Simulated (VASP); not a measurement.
These are LDA (Ceperley-Alder, Perdew-Zunger), VASP's LDA PAW potentials (set 64) (plane waves; VASP 6.6.1) values and carry that method's errors.

VASP input:

File KPOINTS:
```
k-points along high-symmetry lines
10
Line-mode
Reciprocal
  0.000000   0.000000   0.000000 ! GAMMA
  0.000000   0.500000   0.000000 ! X

  0.000000   0.500000   0.000000 ! X
  0.500000   0.500000   0.000000 ! M

  0.500000   0.500000   0.000000 ! M
  0.000000   0.000000   0.000000 ! GAMMA

  0.000000   0.000000   0.000000 ! GAMMA
  0.000000   0.000000   0.500000 ! Z

  0.000000   0.000000   0.500000 ! Z
  0.000000   0.500000   0.500000 ! R

  0.000000   0.500000   0.500000 ! R
  0.500000   0.500000   0.500000 ! A

  0.500000   0.500000   0.500000 ! A
  0.000000   0.000000   0.500000 ! Z

  0.000000   0.500000   0.000000 ! X
  0.000000   0.500000   0.500000 ! R

  0.500000   0.500000   0.000000 ! M
  0.500000   0.500000   0.500000 ! A
```

File POSCAR:
```
SnO2
4.7288430
  0.9999999941   0.0000000000   0.0000000000
  0.0000000000   0.9999999941   0.0000000000
  0.0000000000   0.0000000000   0.6758865802
Sn O
2 4
Cart
  0.0000000000   0.0000000000   0.0000000000
  0.4999999971   0.4999999971   0.3379432901
  0.3059836927   0.3059836927   0.0000000000
  0.8059836898   0.1940163044   0.3379432901
  0.1940163044   0.8059836898   0.3379432901
  0.6940163014   0.6940163014   0.0000000000
```

**INCAR**
```
! general
SYSTEM  = SnO2
PREC    = Accurate
ENCUT   = 520   ! plane-wave cut-off (eV)
LREAL   = .FALSE.
LASPH   = .TRUE.   ! aspherical one-centre terms
ICHARG  = 11   ! fixed density

! electronic loop
EDIFF   = 1E-7   ! SCF stop (eV)
NELM    = 100   ! most electronic steps
ALGO    = Normal
LMAXMIX = 4

! smearing
ISMEAR  = 0
SIGMA   = 0.05

! output
LWAVE   = .FALSE.
LCHARG  = .FALSE.
LORBIT  = 11
```

POTCAR, in this order: Sn_d O (LDA.64 set). Program: vasp_std. Read from the step before: CHGCAR.

The resulting files:

File OSZICAR:
```
       N       E                     dE             d eps       ncg     rms          rms(c)
DAV:   1     0.634356440633E+03    0.63436E+03   -0.26342E+04  6122   0.267E+03
DAV:   2     0.575946497283E+02   -0.57676E+03   -0.55865E+03  6113   0.707E+02
DAV:   3    -0.370658853572E+02   -0.94661E+02   -0.93230E+02  6553   0.224E+02
DAV:   4    -0.417386715347E+02   -0.46728E+01   -0.46545E+01  6535   0.557E+01
DAV:   5    -0.418866091014E+02   -0.14794E+00   -0.14789E+00  7653   0.990E+00
DAV:   6    -0.418912335548E+02   -0.46245E-02   -0.46242E-02  7203   0.147E+00
DAV:   7    -0.418914460551E+02   -0.21250E-03   -0.21250E-03  8230   0.262E-01
DAV:   8    -0.418914473462E+02   -0.12911E-05   -0.12911E-05  7183   0.235E-02
DAV:   9    -0.418914473712E+02   -0.25000E-07   -0.24997E-07  5748   0.351E-03
   1 F= -.41891447E+02 E0= -.41891447E+02  d E =-.105442E-16
```

### OUTCAR
```
 val. band max:        5.8808100899   @ k =   0.0000   0.0000   0.0000

 cond. band min:       7.0200819206   @ k =   0.0000   0.0000   0.0000



 k-point     1 :       0.0000    0.0000    0.0000
  band No.  band energies     occupation
      1     -15.1294      2.00000
      2     -14.3569      2.00000
      3     -14.0930      2.00000
      4     -14.0734      2.00000
      5     -14.0734      2.00000
      6     -13.9975      2.00000
      7     -13.9365      2.00000
      8     -13.8422      2.00000
      9     -13.8093      2.00000
     10     -13.8093      2.00000
     11     -12.8944      2.00000
     12     -10.9381      2.00000
     13     -10.9381      2.00000
     14      -9.0967      2.00000
     15      -2.3861      2.00000
     16       1.7107      2.00000
     17       1.7107      2.00000
     18       1.8054      2.00000
     19       2.6738      2.00000
     20       3.8006      2.00000
     21       3.9405      2.00000
     22       4.5983      2.00000
     23       4.5983      2.00000
     24       5.0758      2.00000
     25       5.0758      2.00000
     26       5.8808      2.00000
     27       7.0201      0.00000
     28      11.7989      0.00000
     29      11.9276      0.00000
     30      11.9276      0.00000
     31      15.9756      0.00000

 k-point     2 :       0.0000    0.0556    0.0000
  band No.  band energies     occupation
      1     -15.1246      2.00000
      2     -14.3619      2.00000
      3     -14.0929      2.00000
      4     -14.0732      2.00000
      5     -14.0732      2.00000
      6     -14.0021      2.00000
      7     -13.9357      2.00000
      8     -13.8428      2.00000
      9     -13.8096      2.00000
     10     -13.8096      2.00000
     11     -12.8846      2.00000
     12     -10.9618      2.00000
     13     -10.9185      2.00000
     14      -9.1022      2.00000
     15      -2.3661      2.00000
     16       1.6495      2.00000
     17       1.7270      2.00000
     18       1.8177      2.00000
...
```

The density is held fixed in this step, so its total energy and stress have no physical meaning. Unless said otherwise, spin-orbit coupling is left out, though it shifts the bands of the heavy elements here.

The compound is SnO2 in the rutile structure. It was relaxed first.
